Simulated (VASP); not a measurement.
Here is the system:

```
CELL_PARAMETERS angstrom
      0.00000     2.32686     2.32686
      2.32686     0.00000     2.32686
      2.32686     2.32686     0.00000
ATOMIC_POSITIONS crystal
  Li 0.75000 0.75000 0.75000
  Li 0.25000 0.25000 0.25000
  O  0.00000 0.00000 0.00000
```

Method: PBE GGA, VASP's PBE PAW potentials (set 64) (plane waves; VASP). Settings: PREC = Normal, 500 eV cut-off, 5×5×5 Γ-centred mesh, Gaussian smearing of 0.010 eV, potentials Li_sv_GW O_GW_new.

Q: Estimate the energy per atom (σ→0), pressure, band gap (on the k-mesh) with the smallest direct gap where there is one.

A: 
```
Property                                      Value
-----------------------------------  --------------
band gap (on the k-mesh)                    5.09 eV
smallest direct gap (on the k-mesh)         5.09 eV
energy per atom (σ→0)                -5.968 eV/atom
pressure                                  -4.72 GPa
```

Total energies compare only between runs with the same potentials, cut-off and functional.

The structure comes from a computed database's Li2O entry (Fm-3m); how it stands against other phases isn't given here. The cell was not relaxed at this level. The k-mesh is coarse (spacing up to 0.47 per Å, 2π included), so the numbers may not be converged in it.
